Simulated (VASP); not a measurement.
Write the native input for VASP 6.6.1 that does the following.

```yaml
Task: single point
Functional: LDA
Potentials_or_basis: VASP PAW LDA potentials, release 64 (Sr_sv, Sn_d, Pd)
Cutoff: 520 eV
k_mesh: 10 × 10 × 10
Occupations: gaussian, width 0.1 eV
Spin: no spin polarisation
Dipole_correction: no
Further_INCAR_settings: ALGO = Fast; EDIFF = 1e-06; NBANDS = 39
```

The structure of SrSn3Pd lies in POSCAR:

```
SrSn3Pd
1.0
   -2.3778464748      2.3778464748      5.5142650849
    2.3778464748     -2.3778464748      5.5142650849
    2.3778464748      2.3778464748     -5.5142650849
Sr Sn Pd
1 3 1
Direct
   -0.0053541793     -0.0053541793      0.0000000000
    0.7457390322      0.2457390322      0.5000000000
    0.2457390322      0.7457390322      0.5000000000
    0.4114671915      0.4114671915      0.0000000000
    0.6434089232      0.6434089232      0.0000000000
```

The cell isn't the ideal one: relaxed again under DFT LDA, scalar-relativistic, plane waves, PAW.

One way to write it, as run:

INCAR

```
ALGO = Fast ; EDIFF = 1E-6
ENCUT = 520 ; GGA = CA
ISIF = 2 ; ISMEAR = 0
LASPH = T ; LCHARG = F
LREAL = F ; LWAVE = F
NBANDS = 39 ; NELM = 100
PREC = Accurate ; SIGMA = 0.1
```

KPOINTS

```
k-points
0
Gamma
  10 10 10
```

Potentials or basis: VASP PAW LDA potentials, release 64 (Sr_sv, Sn_d, Pd).

Run with:

```sh
$ cat potpaw_LDA.64/Sr_sv/POTCAR potpaw_LDA.64/Sn_d/POTCAR potpaw_LDA.64/Pd/POTCAR > POTCAR
$ mpirun -np 1 vasp_std > vasp.out
```

Results of the run:

```yaml
Pressure: 0.2 GPa
Largest_force: 0.013 eV/Å
Band_gap_on_the_k_mesh: none (metal or under the smearing width)
```

Wall time 20 min on 1 thread of AMD EPYC 9R45 96-Core Processor (Zen 5) (shared host), peak memory 0.57 GiB.
